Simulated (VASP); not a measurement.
Consider the following.

```
CELL_PARAMETERS angstrom
      0.00000     2.26147     2.26147
      2.26147     0.00000     2.26147
      2.26147     2.26147     0.00000
ATOMIC_POSITIONS crystal
  Tc 0.00000 0.00000 0.00000
  N  0.75000 0.75000 0.75000
```

Level of theory: PBEsol GGA, VASP's PBE PAW potentials (set 64) (plane waves; VASP 6.6.1). Run with 520 eV cut-off, 16×16×16 Γ-centred mesh, tetrahedra with Blöchl corrections, potentials Tc_pv N.

What does the run give for the energy per atom (σ→0), band gap (on the k-mesh) with the smallest direct gap where there is one?

The band gap (on the k-mesh) comes out as none (metal, semimetal or under 0.01 eV) and the energy per atom (σ→0) is -9.962 eV/atom.

The structure comes from a computed database's TcN entry (F-43m); how it stands against other phases isn't given here. It was relaxed first.
